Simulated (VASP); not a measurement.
A VASP calculation is set up with these files.

**POSCAR**
```
CsSnI3
1
    5.1875973656     0.0000000000     0.0000000000
    0.0000000000     5.1875973656     0.0000000000
    0.0000000000     0.0000000000     5.1875973656
Cs Sn I
1 1 3
Direct
  0.0000000000   0.0000000000   0.0000000000
  0.5000000000   0.5000000000   0.5000000000
  0.5000000000   0.0000000000   0.5000000000
  0.0000000000   0.5000000000   0.5000000000
  0.5000000000   0.5000000000   0.0000000000
```

**INCAR**
```
ISIF = 3   ! ions, shape and volume
ALGO = Normal   ! blocked Davidson
LMAXMIX = 4   ! l cut-off of mixed one-centre charges
EDIFFG = -0.02   ! ionic stop
PREC = Accurate
EDIFF = 1E-6   ! SCF stop (eV)
ENCUT = 500   ! plane-wave cut-off (eV)
NSW = 40   ! most ionic steps
PSTRESS = 450   ! kbar
LCHARG = F
LREAL = F   ! projection in real space or not
GGA = PS
LASPH = T
NELM = 100
ISMEAR = 1   ! Methfessel-Paxton
LWAVE = F
SIGMA = 0.1   ! width (eV)
IBRION = 2   ! conjugate gradients
SYSTEM = CsSnI3
```

File KPOINTS:
```
Automatic
0
gamma
6 6 6
```

POTCAR, in this order: Cs_sv Sn_d I (PBE.64 set). Program: vasp_std.

Problem. Translate this PBEsol calculation to Quantum ESPRESSO's pw.x.

Solution. One equivalent input (not run):
```
&CONTROL
  calculation = 'vc-relax'
  pseudo_dir = './pseudo'
  outdir = './out'
  tprnfor = .true.
  tstress = .true.
  nstep = 40
  forc_conv_thr = 0.00078
/
&SYSTEM
  ibrav = 0
  nat = 5
  ntyp = 3
  ecutwfc = 72
  occupations = 'smearing'
  smearing = 'methfessel-paxton'
  degauss = 0.00735
  input_dft = 'pbesol'
/
&ELECTRONS
  conv_thr = 7.3e-08
  electron_maxstep = 100
/
&IONS
/
&CELL
  press = 450
/
ATOMIC_SPECIES
  Cs 132.905 Cs.upf
  Sn 118.710 Sn.upf
  I 126.904 I.upf
CELL_PARAMETERS angstrom
     5.1875974    0.0000000    0.0000000
     0.0000000    5.1875974    0.0000000
     0.0000000    0.0000000    5.1875974
ATOMIC_POSITIONS crystal
  Cs   0.0000000  0.0000000  0.0000000
  Sn   0.5000000  0.5000000  0.5000000
  I    0.5000000  0.0000000  0.5000000
  I    0.0000000  0.5000000  0.5000000
  I    0.5000000  0.5000000  0.0000000
K_POINTS automatic
  6 6 6 0 0 0
```
Limits of the translation: the potentials are each code's own (VASP's PAW set, PseudoDojo norm-conserving files in pw.x), so ENCUT and ecutwfc are chosen apart and not converted; conv_thr bounds pw.x's estimated SCF error, while EDIFF bounds the energy change between steps; forc_conv_thr acts on force components and is met together with etot_conv_thr.

The compound is CsSnI3 in the cubic perovskite structure, the ideal cubic form; the compound distorts at low or room temperature. This run relaxes it under an external pressure of 45 GPa. Symmetry was kept, so distortions that lower it aren't found.
